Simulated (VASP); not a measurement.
Here is the system:

```yaml
crystal:
  lattice:
    - [4.64098, -8.03841, 0.00000]
    - [4.64098, 8.03841, 0.00000]
    - [0.00000, 0.00000, 10.12768]
  atoms:
    - { symbol: Si, position: [0.99893, 0.00044, 0.00120] }
    - { symbol: Si, position: [0.99960, 0.99967, 0.50033] }
    - { symbol: Si, position: [0.22177, 0.11108, 0.75039] }
    - { symbol: Si, position: [0.11002, 0.22122, 0.25268] }
    - { symbol: Si, position: [0.99935, 0.33145, 0.00126] }
    - { symbol: Si, position: [0.99978, 0.33271, 0.50039] }
    - { symbol: Si, position: [0.22214, 0.44343, 0.75042] }
    - { symbol: Si, position: [0.11105, 0.55522, 0.25135] }
    - { symbol: Si, position: [0.00012, 0.66656, 0.00067] }
    - { symbol: Si, position: [0.99957, 0.66618, 0.50050] }
    - { symbol: Si, position: [0.22226, 0.77749, 0.75029] }
    - { symbol: Si, position: [0.11087, 0.88837, 0.25137] }
    - { symbol: Si, position: [0.33332, 0.99973, 0.00072] }
    - { symbol: Si, position: [0.33345, 0.99997, 0.50049] }
    - { symbol: Si, position: [0.55635, 0.11129, 0.75053] }
    - { symbol: Si, position: [0.44620, 0.22543, 0.25065] }
    - { symbol: Si, position: [0.33520, 0.33379, 0.00046] }
    - { symbol: Si, position: [0.32861, 0.33047, 0.49982] }
    - { symbol: Si, position: [0.55543, 0.44399, 0.75456] }
    - { symbol: Si, position: [0.44606, 0.55312, 0.25061] }
    - { symbol: Si, position: [0.33342, 0.66650, 0.00066] }
    - { symbol: Si, position: [0.33341, 0.66597, 0.50045] }
    - { symbol: Si, position: [0.55637, 0.77785, 0.75043] }
    - { symbol: Si, position: [0.44434, 0.88852, 0.25158] }
    - { symbol: Si, position: [0.66840, 0.00064, 0.00133] }
    - { symbol: Si, position: [0.66677, 0.99979, 0.50047] }
    - { symbol: Si, position: [0.88892, 0.11088, 0.75242] }
    - { symbol: Si, position: [0.77825, 0.22150, 0.25278] }
    - { symbol: Si, position: [0.66584, 0.33414, 0.00052] }
    - { symbol: Si, position: [0.66886, 0.33066, 0.49991] }
    - { symbol: Si, position: [0.88857, 0.44335, 0.75044] }
    - { symbol: Si, position: [0.77399, 0.55334, 0.25052] }
    - { symbol: Si, position: [0.66542, 0.66421, 0.00045] }
    - { symbol: Si, position: [0.66851, 0.67042, 0.49998] }
    - { symbol: Si, position: [0.88827, 0.77761, 0.75040] }
    - { symbol: Si, position: [0.77792, 0.88929, 0.25274] }
    - { symbol: C, position: [0.00015, 0.99925, 0.81315] }
    - { symbol: C, position: [0.99999, 0.99920, 0.31365] }
    - { symbol: C, position: [0.22357, 0.11179, 0.56189] }
    - { symbol: C, position: [0.11120, 0.22186, 0.06242] }
    - { symbol: C, position: [0.00056, 0.33372, 0.81325] }
    - { symbol: C, position: [0.00029, 0.33351, 0.31370] }
    - { symbol: C, position: [0.22370, 0.44425, 0.56192] }
    - { symbol: C, position: [0.11108, 0.55519, 0.06180] }
    - { symbol: C, position: [0.99959, 0.66612, 0.81243] }
    - { symbol: C, position: [0.99873, 0.66560, 0.31281] }
    - { symbol: C, position: [0.22221, 0.77739, 0.56168] }
    - { symbol: C, position: [0.11093, 0.88880, 0.06180] }
    - { symbol: C, position: [0.33351, 0.00011, 0.81248] }
    - { symbol: C, position: [0.33362, 0.00060, 0.31289] }
    - { symbol: C, position: [0.55516, 0.11205, 0.56200] }
    - { symbol: C, position: [0.44452, 0.22182, 0.06160] }
    - { symbol: C, position: [0.33304, 0.33270, 0.81221] }
    - { symbol: C, position: [0.33384, 0.33308, 0.31305] }
    - { symbol: C, position: [0.44410, 0.55503, 0.06156] }
    - { symbol: C, position: [0.33372, 0.66629, 0.81242] }
    - { symbol: C, position: [0.33379, 0.66570, 0.31282] }
    - { symbol: C, position: [0.55509, 0.77575, 0.56191] }
    - { symbol: C, position: [0.44472, 0.88879, 0.06197] }
    - { symbol: C, position: [0.66612, 0.99947, 0.81330] }
    - { symbol: C, position: [0.66608, 0.99945, 0.31384] }
    - { symbol: C, position: [0.88873, 0.11071, 0.56272] }
    - { symbol: C, position: [0.77792, 0.22216, 0.06247] }
    - { symbol: C, position: [0.66684, 0.33300, 0.81225] }
    - { symbol: C, position: [0.66622, 0.33340, 0.31306] }
    - { symbol: C, position: [0.88766, 0.44449, 0.56193] }
    - { symbol: C, position: [0.77802, 0.55551, 0.06151] }
    - { symbol: C, position: [0.66659, 0.66632, 0.81218] }
    - { symbol: C, position: [0.66605, 0.66535, 0.31308] }
    - { symbol: C, position: [0.88733, 0.77568, 0.56189] }
    - { symbol: C, position: [0.77742, 0.88822, 0.06240] }
    - { symbol: N, position: [0.55533, 0.44386, 0.56258] }
```
Cell charge -1.

Computed with HSE06 screened hybrid, VASP's PBE PAW potentials (set 64) (plane waves; VASP). Settings: PREC = Normal, LREAL = Auto, ISYM = 0, NELECT = 290.0, EDIFF = 1E-5, 400 eV cut-off, 1×1×1 Γ-centred mesh, Gaussian smearing of 0.050 eV, potentials Si C N.

The cell is charged, with a uniform compensating background. The supercell is sampled at Γ alone, which is coarse: total energies, pressure and levels can be off, energies of defects by several tenths of an eV.

Predict the energy per atom (σ→0).

The energy per atom (σ→0) is -8.462 eV/atom.

The cell is a supercell with a defect, built from SiC (4h): N_C, charge -1. The cell's shape comes from a PBE relaxation. The run is not spin-polarised, so no state with unpaired spins was tried.
